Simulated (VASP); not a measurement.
These are PBEsol GGA, VASP's PBE PAW potentials (set 64) (plane waves; VASP) values and carry that method's errors.

The input files of a VASP run:

File POSCAR:
```
VGe
1
   -0.0000000000     2.4757979472     2.4757979472
    2.4757979472     0.0000000000     2.4757979472
    2.4757979472     2.4757979472     0.0000000000
Ge V
1 1
Direct
  0.0000000000   0.0000000000   0.0000000000
  0.5000000000   0.5000000000   0.5000000000
```

**INCAR**
```
! general
SYSTEM  = VGe
PREC    = Accurate
ENCUT   = 400
LREAL   = .FALSE.
LASPH   = .TRUE.

! electronic loop
EDIFF   = 1E-6
NELM    = 100
ALGO    = Normal
LMAXMIX = 4

! smearing
ISMEAR  = 1
SIGMA   = 0.1

! functional
GGA     = PS

! ions
IBRION  = 2
NSW     = 60
ISIF    = 3
EDIFFG  = -0.01

! output
LWAVE   = .FALSE.
LCHARG  = .FALSE.
```

KPOINTS:
```
kpoints
0
gamma
 11 11 11
0 0 0
```

POTCAR, in this order: Ge_d V_sv (PBE.64 set). Program: vasp_std.

The resulting files:

### OSZICAR
```
       N       E                     dE             d eps       ncg     rms          rms(c)
DAV:   1     0.197360698397E+03    0.19736E+03   -0.14066E+04  2148   0.330E+03
DAV:   2    -0.142485560919E+01   -0.19879E+03   -0.19654E+03  1953   0.538E+02
DAV:   3    -0.166854272319E+02   -0.15261E+02   -0.14826E+02  2086   0.134E+02
DAV:   4    -0.171283947378E+02   -0.44297E+00   -0.43949E+00  2303   0.232E+01
DAV:   5    -0.171366341880E+02   -0.82395E-02   -0.81228E-02  2351   0.300E+00    0.204E+01
DAV:   6    -0.158225667855E+02    0.13141E+01   -0.42980E+01  2061   0.482E+01    0.102E+01
DAV:   7    -0.145070804312E+02    0.13155E+01   -0.12579E+01  2079   0.309E+01    0.474E+00
DAV:   8    -0.144666106342E+02    0.40470E-01   -0.70954E-01  2009   0.753E+00    0.807E-01
DAV:   9    -0.144595913946E+02    0.70192E-02   -0.38320E-02  2045   0.223E+00    0.264E-01
DAV:  10    -0.144592397201E+02    0.35167E-03   -0.35999E-03  2508   0.774E-01    0.104E-01
DAV:  11    -0.144592154939E+02    0.24226E-04   -0.94457E-05  2361   0.147E-01    0.291E-02
DAV:  12    -0.144592164827E+02   -0.98879E-06   -0.77231E-06  2169   0.371E-02
   1 F= -.14459216E+02 E0= -.14458968E+02  d E =-.144592E+02
       N       E                     dE             d eps       ncg     rms          rms(c)
DAV:   1    -0.145002905092E+02   -0.41075E-01   -0.70185E-01  2284   0.137E+01    0.197E+00
DAV:   2    -0.144804093323E+02    0.19881E-01   -0.45288E-01  2000   0.609E+00    0.132E+00
DAV:   3    -0.144616156197E+02    0.18794E-01   -0.12083E-01  1988   0.313E+00    0.370E-01
DAV:   4    -0.144591649879E+02    0.24506E-02   -0.10158E-02  2168   0.126E+00    0.152E-01
DAV:   5    -0.144589963505E+02    0.16864E-03   -0.56909E-04  2239   0.423E-01    0.526E-02
DAV:   6    -0.144589837127E+02    0.12638E-04   -0.35054E-05  2323   0.556E-02    0.149E-02
DAV:   7    -0.144589835248E+02    0.18789E-06   -0.16603E-06  1246   0.205E-02
   2 F= -.14458984E+02 E0= -.14458747E+02  d E =0.232958E-03
       N       E                     dE             d eps       ncg     rms          rms(c)
DAV:   1    -0.144736474431E+02   -0.14664E-01   -0.23263E-01  2292   0.796E+00    0.117E+00
DAV:   2    -0.144691982135E+02    0.44492E-02   -0.19237E-01  2030   0.379E+00    0.866E-01
DAV:   3    -0.144601728530E+02    0.90254E-02   -0.47185E-02  2023   0.196E+00    0.169E-01
DAV:   4    -0.144595548688E+02    0.61798E-03   -0.41551E-03  2144   0.696E-01    0.822E-02
DAV:   5    -0.144594502365E+02    0.10463E-03   -0.34717E-04  2300   0.237E-01    0.458E-02
DAV:   6    -0.144594220713E+02    0.28165E-04   -0.61156E-05  2219   0.126E-01    0.953E-03
DAV:   7    -0.144594212442E+02    0.82717E-06   -0.32183E-06  1619   0.149E-02
   3 F= -.14459421E+02 E0= -.14459178E+02  d E =-.204762E-03
       N       E                     dE             d eps       ncg     rms          rms(c)
DAV:   1    -0.144597338095E+02   -0.31174E-03   -0.53440E-03  2283   0.120E+00    0.173E-01
DAV:   2    -0.144595830687E+02    0.15074E-03   -0.36766E-03  2024   0.541E-01    0.112E-01
DAV:   3    -0.144594335134E+02    0.14956E-03   -0.85548E-04  2014   0.267E-01    0.273E-02
DAV:   4    -0.144594179639E+02    0.15549E-04   -0.64257E-05  2029   0.991E-02    0.925E-03
DAV:   5    -0.144594169849E+02    0.97899E-06   -0.24284E-06  1358   0.231E-02
   4 F= -.14459417E+02 E0= -.14459173E+02  d E =-.200502E-03
       N       E                     dE             d eps       ncg     rms          rms(c)
DAV:   1    -0.144596036094E+02   -0.18565E-03   -0.30183E-03  2292   0.893E-01    0.130E-01
DAV:   2    -0.144595139185E+02    0.89691E-04   -0.20790E-03  2016   0.407E-01    0.836E-02
DAV:   3    -0.144594314390E+02    0.82479E-04   -0.48283E-04  2006   0.200E-01    0.211E-02
DAV:   4    -0.144594218230E+02    0.96161E-05   -0.35797E-05  2018   0.753E-02    0.734E-03
DAV:   5    -0.144594215590E+02    0.26401E-06   -0.11528E-06  1156   0.166E-02
   5 F= -.14459422E+02 E0= -.14459178E+02  d E =-.205076E-03
       N       E                     dE             d eps       ncg     rms          rms(c)
DAV:   1    -0.144594663697E+02   -0.44547E-04   -0.74792E-04  2284   0.443E-01    0.659E-02
DAV:   2    -0.144594441818E+02    0.22188E-04   -0.53722E-04  2025   0.206E-01    0.426E-02
DAV:   3    -0.144594226723E+02    0.21509E-04   -0.12462E-04  2015   0.102E-01    0.104E-02
DAV:   4    -0.144594205373E+02    0.21349E-05   -0.92355E-06  2015   0.376E-02    0.353E-03
DAV:   5    -0.144594203658E+02    0.17155E-06   -0.29511E-07   993   0.847E-03
   6 F= -.14459420E+02 E0= -.14459177E+02  d E =-.203883E-03
       N       E                     dE             d eps       ncg     rms          rms(c)
DAV:   1    -0.144594283848E+02   -0.78475E-05   -0.11993E-04  2291   0.176E-01    0.265E-02
DAV:   2    -0.144594248567E+02    0.35281E-05   -0.85912E-05  2009   0.826E-02    0.170E-02
DAV:   3    -0.144594213885E+02    0.34682E-05   -0.19892E-05  1997   0.407E-02    0.421E-03
DAV:   4    -0.144594209413E+02    0.44720E-06   -0.13893E-06  1200   0.151E-02
   7 F= -.14459421E+02 E0= -.14459177E+02  d E =-.204459E-03
```

OUTCAR:
```
------------------------ aborting loop because EDIFF is reached ----------------------------------------
  FORCE on cell =-STRESS in cart. coord.  units (eV):
  Direction    XX          YY          ZZ          XY          YZ          ZX
  --------------------------------------------------------------------------------------
  Total        0.0155991      0.0155991      0.0155991     -0.0000000      0.0000000      0.0000000
  in kB        0.8264583      0.8264583      0.8264583     -0.0000000      0.0000000      0.0000000
  external PRESSURE =       0.8264583 kB  Pullay stress =       0.0000000 kB
  volume of cell :       30.24
      direct lattice vectors                 reciprocal lattice vectors
     0.000000000  2.472783870  2.472783870    -0.202201254  0.202201254  0.202201254
     2.472783870 -0.000000000  2.472783870     0.202201254 -0.202201254  0.202201254
     2.472783870  2.472783870  0.000000000     0.202201254  0.202201254 -0.202201254
 POSITION                                       TOTAL-FORCE (eV/Angst)
 -----------------------------------------------------------------------------------
      0.00000      0.00000      0.00000        -0.000000     -0.000000     -0.000000
      2.47278      2.47278      2.47278         0.000000      0.000000      0.000000
 -----------------------------------------------------------------------------------
    total drift:                                0.000000     -0.000000      0.000000
  FREE ENERGIE OF THE ION-ELECTRON SYSTEM (eV)
  ---------------------------------------------------
  free  energy   TOTEN  =       -14.4594209413 eV

  energy  without entropy=      -14.4586900620  energy(sigma->0) =      -14.45917731

 reached required accuracy - stopping structural energy minimisation
```
(Selected blocks of OUTCAR.)

### CONTCAR
```
VGe
   1.00000000000000
     0.0000000000000000    2.4727838703841263    2.4727838703841263
     2.4727838703841263   -0.0000000000000000    2.4727838703841263
     2.4727838703841263    2.4727838703841263    0.0000000000000000
  Ge              V
     1     1
Direct
     0.0000000000000000    0.0000000000000000    0.0000000000000000
     0.5000000000000000    0.5000000000000000    0.5000000000000000
```

The structure was generated: VGe was put into the rocksalt type (Fm-3m), which need not be its known phase. This run relaxes it. Symmetry was kept, so distortions that lower it aren't found. The start is the result of an earlier pass. The run is not spin-polarised, so no magnetic state was tried. The electron count is odd and the run is not spin-polarised, which forces a metal.
